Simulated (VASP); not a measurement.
These are PBE GGA, VASP's PBE PAW potentials (set 64) (plane waves; VASP) values and carry that method's errors.

The input files of a VASP run:

### KPOINTS
```
Automatic mesh
0
Gamma
7 7 7
0 0 0
```

**INCAR**
```
SYSTEM = InAs
PREC = Accurate
ENCUT = 480
EDIFF = 1E-6
NELM = 100
ALGO = Normal
LREAL = .FALSE.
LASPH = .TRUE.
ISMEAR = 0
SIGMA = 0.05
GGA = PE
LMAXMIX = 4
LWAVE = .FALSE.
LCHARG = .FALSE.
IBRION = 2
ISIF = 3
NSW = 60
EDIFFG = -0.01
```

POSCAR:
```
InAs
1.0
  0.0000000000   3.0300000000   3.0300000000
  3.0300000000   0.0000000000   3.0300000000
  3.0300000000   3.0300000000   0.0000000000
In As
1 1
Cartesian
  0.0000000000   0.0000000000   0.0000000000
  4.5450000000   4.5450000000   4.5450000000
```

POTCAR, in this order: In_d As (PBE.64 set). Program: vasp_std.

Task: What will the output report for the number of irreducible k-points (NKPTS), largest plane-wave count, number of space-group operations, FFT grid (NGX, NGY, NGZ)?

Result: 
| Quantity | Value |
|---|---|
| number of irreducible k-points (NKPTS) | 20 |
| largest plane-wave count | 1363 |
| number of space-group operations | 24 |
| FFT grid (NGX, NGY, NGZ) | 32 × 32 × 32 |

The compound is InAs in the zinc blende structure. This run relaxes it. Symmetry was kept, so distortions that lower it aren't found.
